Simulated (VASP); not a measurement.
An input for Ansatz (written as the equivalent of a VASP run, and not itself run):

Ansatz 0.2 input:
```yaml
crystal:
  lattice:
    - [3.5017940, 0.0000000, 0.0000000]
    - [0.0000000, 3.5058800, 0.0000000]
    - [0.0000000, 0.0000000, 3.6196940]
  atoms:
    - { symbol: Al, position: [0.0000000, 0.0000000, 0.0000000] }
    - { symbol: Ni, position: [0.0000000, 0.5000000, 0.5000000], spin: 0.5 }
    - { symbol: Ni, position: [0.5000000, 0.0000000, 0.5000000], spin: 0.5 }
    - { symbol: Ni, position: [0.5231620, 0.5000000, 0.0000000], spin: 0.5 }
kpoints:
  mp_grid: { grid: [10, 10, 10], shift: [0.5, 0.5, 0.5] }
hamiltonian:
  xc: pbe
  pseudopotentials: { kind: paw }
magnetization: { spin_polarized: true }
scf:
  occupations: { method: methfessel_paxton, width: 0.1 }
  max_iter: 100
output: { forces: true, stress: true, eigenvalues: true }
```

Task: Translate this input to VASP (INCAR, KPOINTS, POSCAR, choice of POTCAR).

Result: Several could match; the one computed here: 
**KPOINTS**
```
Automatic mesh
0
Monkhorst-Pack
10 10 10
0 0 0
```

### POSCAR
```
Ni3Al
1.0
  3.5017940000   0.0000000000   0.0000000000
  0.0000000000   3.5058800000   0.0000000000
  0.0000000000   0.0000000000   3.6196940000
Al Ni
1 3
Cart
  0.0000000000   0.0000000000   0.0000000000
  0.0000000000   1.7529400000   1.8098470000
  1.7508970000   0.0000000000   1.8098470000
  1.8320055526   1.7529400000   0.0000000000
```

### INCAR
```
! general
SYSTEM =Ni3Al
PREC   =Accurate
ENCUT  =400
LREAL  =.FALSE.
LASPH  =.TRUE.

! electronic loop
EDIFF  =1E-6
NELM   =100
ALGO   =Normal
LMAXMIX=4

! smearing
ISMEAR =1
SIGMA  =0.1

! functional
GGA    =PE

! spin
ISPIN  =2
MAGMOM =0.0 0.5 0.5 0.5

! ions
ISIF   =2

! output
LWAVE  =.FALSE.
LCHARG =.FALSE.
LORBIT =10
```

POTCAR, in this order: Al Ni (PBE.64 set). Program: vasp_std.

Limits of the translation: each code has its own PAW files, so the cut-off isn't converted (ENCUT is set for VASP's; basis.ecutwfc is left out, and Ansatz then takes the one that its files recommend); Ansatz stops its SCF on the density residual and VASP on the energy change (EDIFF); an even Monkhorst-Pack mesh in KPOINTS is shifted by half a step.

The compound is Ni3Al in the L1_2 structure. The cell was not relaxed at this level, atoms are displaced from their ideal sites. The run is one of a series of settings (KPOINTS 10×10×10 Monkhorst-Pack mesh against the base run), some of them coarse on purpose.
